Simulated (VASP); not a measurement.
Al2In2Sb4 (ordered alloy cell): computed properties

Calculation: PBEsol GGA, VASP's PBE PAW potentials (set 64) (plane waves; VASP 6.6.1).

```json
{
  "space_group": "R3m (160)",
  "cell": "a = 4.4838 Å, b = 4.4838 Å, c = 21.9529 Å, α = 90.00°, β = 90.00°, γ = 120.00°",
  "volume_per_atom": "31.85 Å³/atom",
  "band gap (on the k-mesh)": "0.41 eV",
  "smallest direct gap (on the k-mesh)": "0.41 eV",
  "band_edge_character": "direct, Γ to Γ",
  "density": "5.02 g/cm³"
}
```

```
CELL_PARAMETERS angstrom
      0.00257     6.33854     6.33854
      6.34112     0.00000     6.34111
      3.17056     3.17056     0.00000
ATOMIC_POSITIONS crystal
  In 0.99840 0.00053 0.00107
  In 0.99840 0.50053 0.00107
  Sb 0.13744 0.12085 0.24170
  Sb 0.13744 0.62085 0.24170
  Sb 0.61288 0.12904 0.25808
  Sb 0.61288 0.62904 0.25808
  Al 0.50127 0.99958 0.99915
  Al 0.50127 0.49958 0.99915
```

Unless said otherwise, spin-orbit coupling is left out, though it shifts the bands of the heavy elements here.

The structure was generated: Al2In2Sb4 was put into an ordered model structure (R3m), which need not be its known phase. It was relaxed first. Symmetry was kept, so distortions that lower it aren't found.
